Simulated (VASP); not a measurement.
OSZICAR of a VASP run on YB:

### OSZICAR
```
       N       E                     dE             d eps       ncg     rms          rms(c)
DAV:   1     0.104983954128E+03    0.10498E+03   -0.10588E+04  1224   0.931E+02
DAV:   2    -0.121810578980E+01   -0.10620E+03   -0.10423E+03  1024   0.211E+02
DAV:   3    -0.182284605436E+02   -0.17010E+02   -0.16815E+02  1340   0.523E+01
DAV:   4    -0.200475209327E+02   -0.18191E+01   -0.17925E+01  1428   0.176E+01
DAV:   5    -0.201888577363E+02   -0.14134E+00   -0.14093E+00  1288   0.442E+00    0.164E+01
DAV:   6    -0.161293404938E+02    0.40595E+01   -0.44896E+01  1096   0.190E+01    0.133E+01
DAV:   7    -0.160631904937E+02    0.66150E-01   -0.10600E+01  1252   0.830E+00    0.102E+01
DAV:   8    -0.174630616668E+02   -0.13999E+01   -0.22600E+01  1280   0.822E+00    0.105E+01
DAV:   9    -0.162161526693E+02    0.12469E+01   -0.19826E+01  1192   0.682E+00    0.452E+00
DAV:  10    -0.156486144630E+02    0.56754E+00   -0.18944E+00  1280   0.380E+00    0.230E+00
DAV:  11    -0.155384147400E+02    0.11020E+00   -0.98745E-01  1312   0.396E+00    0.114E+00
DAV:  12    -0.155446702320E+02   -0.62555E-02   -0.16366E-01  1240   0.165E+00    0.763E-01
DAV:  13    -0.155438583080E+02    0.81192E-03   -0.24911E-02  1352   0.646E-01    0.415E-01
DAV:  14    -0.155430071286E+02    0.85118E-03   -0.13454E-02  1216   0.428E-01    0.182E-01
DAV:  15    -0.155432231378E+02   -0.21601E-03   -0.11525E-03  1312   0.179E-01    0.102E-01
DAV:  16    -0.155432894054E+02   -0.66268E-04   -0.50203E-04  1424   0.710E-02    0.378E-02
DAV:  17    -0.155433404887E+02   -0.51083E-04   -0.90573E-05  1144   0.439E-02    0.228E-02
DAV:  18    -0.155433629622E+02   -0.22474E-04   -0.31601E-05  1248   0.155E-02    0.146E-02
DAV:  19    -0.155434189654E+02   -0.56003E-04   -0.35837E-05  1056   0.165E-02    0.829E-03
DAV:  20    -0.155434570747E+02   -0.38109E-04   -0.26389E-05  1312   0.145E-02    0.441E-03
DAV:  21    -0.155434749207E+02   -0.17846E-04   -0.36478E-06   832   0.746E-03    0.405E-03
DAV:  22    -0.155434806338E+02   -0.57131E-05   -0.81452E-07   824   0.369E-03    0.242E-03
DAV:  23    -0.155434850427E+02   -0.44088E-05   -0.58504E-07   688   0.266E-03    0.157E-03
DAV:  24    -0.155434873411E+02   -0.22985E-05   -0.98102E-07   720   0.252E-03    0.101E-03
DAV:  25    -0.155434883532E+02   -0.10120E-05   -0.26419E-07   580   0.190E-03    0.323E-04
DAV:  26    -0.155434889538E+02   -0.60065E-06   -0.20350E-07   548   0.152E-03
   1 F= -.15543489E+02 E0= -.15523662E+02  d E =-.396530E-01  mag=     0.0000    -0.0000    -0.0000
```

Which electronic solver shows in the log?

It is blocked Davidson (ALGO = Normal, or the opening steps of other solvers). The INCAR had ALGO = Normal.

How was spin treated?

With non-collinear spinors: mag has three components.

Can the final energy be trusted as converged?

Self-consistency was reached. It stopped with EDIFF = 1E-6, NELM = 100 (PBE GGA with spin-orbit coupling, plane waves, VASP's PBE PAW potentials (set 64)).  The cell holds a wide vacuum, so values per volume refer to the whole cell.

The cell is a sheet with vacuum, built from a generated structure.
